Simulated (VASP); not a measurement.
Energy against volume of Ni (fcc). Level of theory: PBEsol GGA, VASP's PBE PAW potentials (set 64) (plane waves; VASP).

```tsv
V (Å³/atom)	E (eV/atom)
9.745	-6.10670
10.056	-6.12991
10.367	-6.13718
10.678	-6.13108
10.989	-6.11377
```

Task: Fit a third-order Birch-Murnaghan equation of state.

Result: 
```json
{
 "volume_per_atom": "10.37 Å^3/atom",
 "bulk_modulus": "228 GPa",
 "pressure_derivative_of_the_bulk_modulus": "4.87",
 "lattice_constant_a": "3.462 Å"
}
```

Measured: bulk modulus 192 GPa at 0 K (computed value off by +18.7 %), as given by Daniel Mejia-Rodriguez et al., Physical Review B (2018), arXiv:1807.09216 [0 K value with the zero-point phonon effect removed]; a 3.508 Å at 0 K (computed value off by -1.3 %), as given by Daniel Mejia-Rodriguez et al., Physical Review B (2018), arXiv:1807.09216 [static lattice: zero-point anharmonic expansion removed].

The compound is Ni in the fcc structure. It was relaxed first.
